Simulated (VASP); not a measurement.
Energy against volume of BaTiO$_{3}$ (cubic perovskite). Calculation: revPBE GGA, VASP's PBE PAW potentials (set 64) (plane waves; VASP).

```csv
V (Å³/atom),E (eV/atom)
12.576,-7.61603
12.977,-7.63583
13.379,-7.64215
13.780,-7.63713
14.181,-7.62246
```

Q: Fit a third-order Birch-Murnaghan equation of state.

A: 
The volume per atom comes out as 13.39 Å³/atom, the bulk modulus comes out as 150 GPa and the pressure derivative of the bulk modulus comes out as 4.59. The lattice constant a is 4.061 Å.

Measured: bulk modulus 162 GPa (computed value off by -7.2 %), as given by Yu-ichiro Matsushita et al., Physical Review B (2011), arXiv:1104.2769; a 4.001 Å (computed value off by +1.5 %), as given by Yubo Zhang et al., Physical Review B (2017), arXiv:1702.04817. The calculation is for a static lattice, while the measured bulk modulus, a hold thermal and zero-point effects, which are part of the difference.

The compound is BaTiO3 in the cubic perovskite structure, the ideal cubic form; the compound distorts at low or room temperature. It was relaxed first.
